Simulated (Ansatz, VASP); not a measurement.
# Cross-check of HfN between VASP and Ansatz

Aim: how closely do two programs agree when they are given the same cell, functional and k mesh? The cell is taken from a series of runs on this material, whose earlier steps may have relaxed, scaled, displaced or heated it; both programs get it as it stands.

Program: Ansatz 0.2.0. Level of theory: plane waves, with VASP 6.6.1 beside it; single point at PBE and zone-centre phonons at PBE. Results are calculated unless marked as measured.

## (1) The structure

It takes space group Fm-3m (No. 225, cubic). Conventional cell: a = 4.512 Å, b = 4.512 Å, c = 4.512 Å, α = 90.00°, β = 90.00°, γ = 90.00°. Hf has 6 N at 2.26 Å nearest. Nearest to N lie 6 Hf at 2.26 Å. Farther neighbours and most contacts between anions are not listed.

As a file:

```cif
data_structure
_symmetry_space_group_name_H-M 'Fm-3m'
_symmetry_Int_Tables_number 225
_cell_length_a 4.5120
_cell_length_b 4.5120
_cell_length_c 4.5120
_cell_angle_alpha 90.000
_cell_angle_beta 90.000
_cell_angle_gamma 90.000
_cell_volume 91.86
loop_
_atom_site_label
_atom_site_type_symbol
_atom_site_symmetry_multiplicity
_atom_site_Wyckoff_symbol
_atom_site_fract_x
_atom_site_fract_y
_atom_site_fract_z
_atom_site_occupancy
Hf1 Hf 4 a 0.00000 0.00000 0.00000 1
N1 N 4 b 0.50000 0.00000 0.00000 1
```

## (2) Ansatz: single point, PBE

Ansatz runs on its PAW soft_1 files.

A single point gives forces, pressure and levels at one fixed geometry, so differences don't come from the geometry; what else differs is listed under the comparison.

Input file input.yaml:

```yaml
crystal:
  lattice:
    - [0.0, 2.256, 2.256]
    - [2.256, 0.0, 2.256]
    - [2.256, 2.256, 0.0]
  atoms:
    - { symbol: Hf, position: [0.0, 0.0, 0.0] }
    - { symbol: "N", position: [0.5, 0.5, 0.5] }
kpoints:
  mp_grid: { grid: [8, 8, 8] }
hamiltonian:
  xc: pbe
  pseudopotentials: { kind: paw, azcp: { folder: soft_1 } }
scf:
  occupations: { method: gaussian, width: 0.1 }
output:
  forces: true
  stress: true
  eigenvalues: true
```

On the command line:

```
$ ansatz run input.yaml --threads 16 --pin off --max-ram 92160MiB --backend cuda --events-out ev --progress --plain --runs-dir out --max-vram 78GiB
```

Numbers of over 12 decimals in the logs are rounded to 6 here.

Log:

```text
Engine: ansatz 0.2.0, aarch64-unknown-linux-gnu
Pseudopotentials: kind: paw
Pseudopotential: Hf, paw, valence charge 26, recommended cutoff 420 eV (normal), soft_1/Hf.paw.azcp
Pseudopotential: N, paw, valence charge 5, recommended cutoff 420 eV (normal), soft_1/N.paw.azcp
Functional definition: PBE
  parameter kappa = 0.804
  parameter beta = 0.066725
  exchange = pbe_x(kappa = kappa, mu = beta*pi^2/3)
  correlation = pbe_c(beta = beta)
device memory: the entry about to start is reckoned to put 0.7 GiB on a device that reports 182.5 GiB free (of which the cap on the GPU budget leaves the run 78.0 GiB)
GPU FFT provider: cuFFT
GPU libraries: cuBLAS 13.8.1, cuFFT 12.4.0, cuSOLVER 12.3.2
GPU matrix products: emulated (plane waves: as basis.precision tells), large ones in fixed point in workspaces of 1.00 GiB
Crystal: 2 atoms, lattice volume = 22.964 Å³
Basis set: ecut = 420 eV, 459 PW (Γ), exchange–correlation on 48×48×48 points (8 copies of the dense FFT grid, shifted against one another)
Bands: 20, of which v1, the nominal top of the filled ones, is band 16 counted from 1 (15 counted from 0)
Symmetry: 48 space group operations
Space group: Fm-3m (ITA 225), of the structure as read, at distance tolerance 2.8e-5 Å
k-points: 29 of 512
Non-local potential: Hf, projectors of the file, l = 0: 3, l = 1: 2, l = 2: 2, l = 3: 3
Non-local potential: N, projectors of the file, l = 0: 2, l = 1: 2, l = 2: 1
PAW form: soft (Blöchl's): semilocal exchange-correlation on the pseudo side does not see the compensation charge
PAW one-centre angular grid: Hf, 590 points (default); XC on 64 Gauss nodes
PAW one-centre angular grid: N, 110 points (default); XC on 64 Gauss nodes
Initial density: superposition of atomic densities (chi_scale 0.1, normalization cell, long waves kept (reshape's long-wave potential 0.00 eV rms))
Initial wavefunctions: pseudopotential atomic-orbital guess
GPU buffer pool allocated for 13824 grid points (all kernels)
GPU transforms: local potential and band sums: pruned to the plane-wave sphere, on 24×24×24
Functional: x = pbe(κ = 0.804, μ = 0.219515), c = pbe(β = 0.066725)
SCF iter   1: F=—  HF=-16109.563087 eV  |F-HF|=—  |Δ(HF+E_count)|=         —  Δρ=5.07e-2  dr2=4.15e-1  ethr=3.10e-3  ⟨swp⟩=4.6  Hψ=2513  notcnv=0
preconditioner: auto → Kerker (q_TF=auto, 2.868 Å⁻¹)  [metal: Δε(μ)=0.047 eV  Ē_g=19.116 eV  σ=0.100 eV  W_gap=0.26  n_scr=14 (ndim 8)  ℏωp=41.7 eV  f_vac=0.000  D(μ)=0.72/eV (n_scr^D=0)]
SCF iter   2: F=—  HF=-16109.510721 eV  |F-HF|=—  |Δ(HF+E_count)|=   5.24e-2  Δρ=2.97e-2  dr2=9.38e-2  ethr=1.34e-3  ⟨swp⟩=2.3  Hψ=963  notcnv=0
SCF iter   3: F=—  HF=-16109.505182 eV  |F-HF|=—  |Δ(HF+E_count)|=   5.54e-3  Δρ=9.20e-3  dr2=1.31e-2  ethr=3.03e-4  ⟨swp⟩=2.0  Hψ=879  notcnv=0
SCF iter   4: F=—  HF=-16109.504582 eV  |F-HF|=—  |Δ(HF+E_count)|=   6.00e-4  Δρ=1.54e-3  dr2=3.46e-4  ethr=4.22e-5  ⟨swp⟩=2.5  Hψ=846  notcnv=0
SCF iter   5: F=—  HF=-16109.504802 eV  |F-HF|=—  |Δ(HF+E_count)|=   2.19e-4  Δρ=6.26e-4  dr2=4.56e-5  ethr=1.12e-6  ⟨swp⟩=3.5  Hψ=1218  notcnv=0
SCF iter   6: F=—  HF=-16109.504728 eV  |F-HF|=—  |Δ(HF+E_count)|=   7.39e-5  Δρ=2.13e-4  dr2=6.84e-6  ethr=1.47e-7  ⟨swp⟩=3.2  Hψ=1195  notcnv=0
SCF iter   7: F=—  HF=-16109.504723 eV  |F-HF|=—  |Δ(HF+E_count)|=   5.16e-6  Δρ=8.60e-5  dr2=1.15e-6  ethr=2.21e-8  ⟨swp⟩=3.8  Hψ=1129  notcnv=0
SCF iter   8: F=—  HF=-16109.504722 eV  |F-HF|=—  |Δ(HF+E_count)|=   3.68e-7  Δρ=4.54e-5  dr2=3.11e-7  ethr=3.71e-9  ⟨swp⟩=3.7  Hψ=1178  notcnv=0
SCF iter   9: F=-16109.504722 eV  HF=-16109.504722 eV  |F-HF|=5.80e-10  |Δ(HF+E_count)|=   7.41e-9  Δρ=9.29e-6  dr2=1.17e-8  ethr=3.23e-10  ⟨swp⟩=9.5  Hψ=4791  notcnv=0
SCF 1 converged in 9 iterations: F = -16109.504722 eV  dr2 = 1.17e-8
  greatest PAW one-centre occupation: 0.998 electrons in one spin orbital (limit 2), on the Hf atom at site 0 (counted from 0), in its partial waves of l = 0
SCF converged after 9 iterations
Free energy (F): -16109.504722 eV
Harris-Foulkes:  -16109.504722 eV  (|F-HF|=5.80e-10)
Internal energy: -16109.500593 eV  (E = F + TS)
E sigma→0 (E₀):  -16109.502658 eV
Entropy (-TS):   -0.004129 eV (-2.064 meV/atom)
Fermi energy:    22.286843 eV
--- Per-component energies (eV) ---
  E_band       = 132.225243
  E_kinetic    = 539.790868
  E_local      = -5931.453896  (includes V_loc(G=0)·N_el)
  E_nonlocal   = 96.070478
  E_hartree    = 2921.188511
  E_xc         = -327.597362
  E_vxc        = -332.554033  (∫ρ·V_xc dr)
  E_paw        = -7826.809421  (= ΣΔE_a)
  E_vpaw       = -82.005729  (= ΣTr[D̂ρ^β])
  E_aug_tail   = 0.000806  (compensation charges beyond the density's cutoff)
  E_ewald      = -5580.690577
  E_smearing   = -0.004129  (= −TS)
  E_closure    = -0.000000  (closes the sum)
  Σ components = -16109.504722   (vs F -16109.504722, Δ=0.00e0)
--- Forces (eV/Å), atoms counted from 1 ---
  atom   1  Hf    -0.00000000    -0.00000000    -0.00000000
  atom   2  N     -0.00000000     0.00000000     0.00000000
  max |Σ_I F_I| component: 4.45e-24 eV/Å
--- Stress (GPa, compression-positive) ---
        6.847871       0.000000       0.000000
       -0.000000       6.847871       0.000000
        0.000000       0.000000       6.847871
  P = ⅓ Tr σ = 6.8479 GPa (68.479 kbar)
--- Band table (eV; the first three rows and the last of 29) ---
  k-point 0: bands = [... 12 lower, 19.3494, 19.3494, 19.3494, 21.9110, 21.9110, 21.9110, 24.0815, 24.2410]
  k-point 1: bands = [... 12 lower, 18.0133, 18.5372, 18.5372, 22.2420, 22.4101, 22.4101, 25.1181, 25.3520]
  k-point 2: bands = [... 12 lower, 15.8860, 17.2712, 17.2712, 22.8709, 23.6158, 23.6158, 26.9328, 27.6179]
  k-point 28: bands = [... 12 lower, 16.1355, 16.7874, 16.7874, 23.4198, 23.4198, 27.8319, 27.8379, 28.4714]
```

The run ends at a pressure of 6.85 GPa.

## (3) VASP: single point, PBE

The same cell, functional, mesh and smearing now go to VASP, with its own data sets.

Lines of VASP's logs that name or quote its potential files are left out, and so is its time.

Input file INCAR:

```
SYSTEM = HfN
PREC = Accurate
ENCUT = 600
EDIFF = 1E-06
NELM = 120
ISMEAR = 0
SIGMA = 0.1
LREAL = .FALSE.
ALGO = Normal
GGA = PE
NBANDS = 13
LASPH = .TRUE.
LORBIT = 11
LWAVE = .FALSE.
LCHARG = .FALSE.
ISIF = 2
GGA_COMPAT = .FALSE.
```

Input file POSCAR:

```
HfN
1.0
    0.0000000000      2.2560000000      2.2560000000
    2.2560000000      0.0000000000      2.2560000000
    2.2560000000      2.2560000000      0.0000000000
Hf N
1 1
Direct
    0.0000000000      0.0000000000      0.0000000000
    0.5000000000      0.5000000000      0.5000000000
```

Input file KPOINTS:

```
Automatic mesh
0
Gamma
8 8 8
0 0 0
```

PAW data sets: Hf_pv and N (PBE family, release 64).

On the command line:

```
$ mpirun -np 1 vasp_std
```

Log:

```text
[banner, memory and clock lines left out]
running    1 mpi-ranks, on    1 nodes
 distrk:  each k-point on    1 cores,    1 groups
 distr:  one band on    1 cores,    1 groups

 POSCAR found type information on POSCAR HfN
 POSCAR found :  2 types and       2 ions
 LDA part: xc-table for (Slater+PW92), standard interpolation
 POSCAR, INCAR and KPOINTS ok, starting setup
 FFT: planning ... GRIDC
 FFT: planning ... GRID_SOFT
 FFT: planning ... GRID
 WAVECAR not read
 entering main loop
       N       E                     dE             d eps       ncg     rms          rms(c)
DAV:   1     0.459113201989E+02    0.45911E+02   -0.85219E+03   754   0.121E+03
DAV:   2    -0.222932628667E+02   -0.68205E+02   -0.63737E+02   997   0.270E+02
DAV:   3    -0.247484742793E+02   -0.24552E+01   -0.24431E+01   904   0.427E+01
DAV:   4    -0.247602900225E+02   -0.11816E-01   -0.11812E-01   814   0.343E+00
DAV:   5    -0.247603731853E+02   -0.83163E-04   -0.83160E-04   912   0.253E-01    0.494E+01
DAV:   6    -0.218296421681E+02    0.29307E+01   -0.94824E+00   893   0.248E+01    0.415E+01
DAV:   7    -0.217671445879E+02    0.62498E-01   -0.53647E-01   804   0.661E+00    0.267E+01
DAV:   8    -0.217497878351E+02    0.17357E-01   -0.12439E-01   889   0.324E+00    0.687E+00
DAV:   9    -0.217414801231E+02    0.83077E-02   -0.32058E-02   902   0.144E+00    0.202E+00
DAV:  10    -0.217411239373E+02    0.35619E-03   -0.20126E-03   905   0.416E-01    0.939E-02
DAV:  11    -0.217411156274E+02    0.83099E-05   -0.87395E-05   852   0.100E-01    0.458E-02
DAV:  12    -0.217411147495E+02    0.87788E-06   -0.76951E-06   965   0.228E-02
   1 F= -.21741115E+02 E0= -.21739129E+02  d E =-.397128E-02
```

From OUTCAR (step 3):

```text
ion  position               nearest neighbor table
   1  0.000  0.000  0.000-   2 2.26   2 2.26   2 2.26   2 2.26   2 2.26   2 2.26
   2  0.500  0.500  0.500-   1 2.26   1 2.26   1 2.26   1 2.26   1 2.26   1 2.26

  LATTYP: Found a face centered cubic cell.
 ALAT       =     4.5120000000

 Subroutine GETGRP returns: Found 48 space group operations
 (whereof 48 operations were pure point group operations)

The static configuration has the point symmetry O_h .

 Found     29 irreducible k-points:

   k-points           NKPTS =     29   k-points in BZ     NKDIM =     29   number of bands    NBANDS=     13

   dimension x,y,z NGX =    28 NGY =   28 NGZ =   28
   dimension x,y,z NGXF=    56 NGYF=   56 NGZF=   56

   ENCUT  =  600.0 eV  44.10 Ry    6.64 a.u.   6.37  6.37  6.37*2*pi/ulx,y,z

   NELECT =      15.0000    total number of electrons

 k-points in reciprocal lattice and weights: Automatic mesh
   0.00000000  0.00000000  0.00000000       0.002
   0.12500000  0.00000000  0.00000000       0.016
   0.25000000  0.00000000  0.00000000       0.016
   0.37500000  0.00000000  0.00000000       0.016
   0.50000000  0.00000000  0.00000000       0.008
   0.12500000  0.12500000  0.00000000       0.012
   0.25000000  0.12500000  0.00000000       0.047
   0.37500000  0.12500000  0.00000000       0.047
   0.50000000  0.12500000  0.00000000       0.047
[...]
-0.37500000  0.50000000  0.12500000       0.023
  -0.25000000  0.50000000  0.25000000       0.012

 average (electrostatic) potential at core
       1 -34.6591       2 -61.5057

 E-fermi :   8.4149

 k-point     1 :       0.0000    0.0000    0.0000
  band No.  band energies     occupation
    ...
      6       5.3988      2.00000
      7       5.3988      2.00000
      8       8.0688      2.00000
      9       8.0688      2.00000
     10       8.0688      2.00000
     11      10.2589      0.00000
     12      10.3948      0.00000
     13      10.3948      0.00000

 k-point     2 :       0.1250    0.0000    0.0000
  band No.  band energies     occupation
    ...
      4      -8.7524      2.00000
      5       4.0764      2.00000
      6       4.6124      2.00000
      7       4.6124      2.00000
      8       8.3768      1.40977
      9       8.5611      0.03864
     10       8.5611      0.03864
     11      11.2960      0.00000
     12      11.5004      0.00000
     13      11.5004      0.00000

 k-point     3 :       0.2500    0.0000    0.0000
  band No.  band energies     occupation
    ...
      3     -22.7703      2.00000
      4      -7.8598      2.00000
      5       1.9624      2.00000
      6       3.3864      2.00000
      7       3.3864      2.00000
      8       8.9899      0.00000
      9       9.7622      0.00000
     10       9.7622      0.00000
     11      13.1154      0.00000
     12      13.7711      0.00000
    ...

  Total        0.6115184      0.6115184      0.6115184      0.0000000     -0.0000000      0.0000000
  in kB       42.6651034     42.6651034     42.6651034      0.0000000     -0.0000000      0.0000000
  external PRESSURE =      42.6651034 kB  Pullay stress =       0.0000000 kB

  energy-cutoff  :      600.00
  volume of cell :       22.96
      direct lattice vectors                 reciprocal lattice vectors
     0.000000000  2.256000000  2.256000000    -0.221631206  0.221631206  0.221631206
     2.256000000  0.000000000  2.256000000     0.221631206 -0.221631206  0.221631206
     2.256000000  2.256000000  0.000000000     0.221631206  0.221631206 -0.221631206

 POSITION                                       TOTAL-FORCE (eV/Angst)
 -----------------------------------------------------------------------------------
      0.00000      0.00000      0.00000         0.000000      0.000000      0.000000
      2.25600      2.25600      2.25600        -0.000000     -0.000000     -0.000000
 -----------------------------------------------------------------------------------
    total drift:                                0.000000      0.000000      0.000000

  FREE ENERGIE OF THE ION-ELECTRON SYSTEM (eV)
  ---------------------------------------------------
  free  energy   TOTEN  =       -21.7411147495 eV

  energy  without entropy=      -21.7371434660  energy(sigma->0) =      -21.73912911

 total charge
# of ion       s       p       d       tot
------------------------------------------
    1        0.293   6.577   1.763   8.633
    2        1.231   2.508   0.000   3.739
--------------------------------------------------
tot          1.525   9.085   1.763  12.372

[... 3 further parts left out ...]
```

The run ends at a pressure of 4.27 GPa.

## (4) Differences

Known differences besides the potentials themselves: the data sets hold 31 valence electrons in Ansatz (on its PAW soft_1 files) and 15 in VASP; the cutoff is 420 eV in Ansatz and 600 eV in VASP. Total energies have different zeros and are not compared.

The two programs side by side:

| quantity | Ansatz | VASP | difference |
| --- | --- | --- | --- |
| pressure (GPa) | 6.85 | 4.27 | +2.58 |

## (5) Further runs

Further runs change the set-up of one program: Ansatz's method, potentials or start, or VASP's data sets, cutoff or form of LDA. The table gives that difference for each run.

| run | pressure (GPa) |
| --- | --- |
| as above | 2.6 |
| VASP with the data sets Hf_sv and N | 1.9 |

[end of part 1 of 2]

[Lines on the potential files, build, host, timing and source positions are cut from VASP's logs without a mark.]

[Logs are printed without paths, hosts, clocks, repeated set-up lines and the standing remarks that a program may print on its own settings, such as how far it seeks lower states.]

[Hosts, paths, dates, database ids (printed as entryN), source tags and the programs' standing remarks are cut or masked in the printed files.]
